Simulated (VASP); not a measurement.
CdCu2SnS4, 8 atoms in the cell. The structure is tetragonal, space group I-42m (No. 121). Conventional cell: a = 5.618 Å, b = 5.618 Å, c = 10.987 Å, α = 90.00°, β = 90.00°, γ = 90.00°. Cd (site symmetry -42m) is surrounded by 4 S at 2.57 Å. Cu (site symmetry -4) has 4 S at 2.32 Å as nearest neighbours. Sn (site symmetry -42m) is surrounded by 4 S at 2.46 Å. S (site symmetry m) is surrounded by 2 Cu at 2.32 Å and 1 Sn at 2.46 Å and 1 Cd at 2.57 Å. The cell is a database's computed one.

| Property | Result |
| --- | --- |
| Program | VASP 6.6.1 |
| Task | relaxation of cell and atoms |
| Functional | r2SCAN |
| Potentials or basis | VASP PAW PBE potentials, release 64 (Cd, Cu, Sn_d, S) |
| Cutoff | 600 eV |
| k mesh | 10 × 10 × 10 |
| Occupations | methfessel-paxton, width 0.1 eV |
| Spin | no spin polarisation |
| Further INCAR settings | ALGO = Normal; EDIFF = 1e-06; IBRION = 2; EDIFFG = -0.01; NSW = 90; ISIF = 3 |

Potentials or basis: VASP PAW PBE potentials, release 64 (Cd, Cu, Sn_d, S).

Run with:

```bash
$ cat potpaw_PBE.64/Cd/POTCAR potpaw_PBE.64/Cu/POTCAR potpaw_PBE.64/Sn_d/POTCAR potpaw_PBE.64/S/POTCAR > POTCAR
$ mpirun -np 4 vasp_std > vasp.out
```

Hardware: 4 MPI ranks on Intel(R) Xeon(R) 6975P-C (Granite Rapids), with other jobs on the host.

Q: Estimate the wall time of this run.

A: Wall time 51 min on 4 MPI ranks on Intel(R) Xeon(R) 6975P-C (Granite Rapids), on a shared host, peak memory 1.2 GiB a rank. Counts: scf iterations 70, k points 102, ion steps 7.
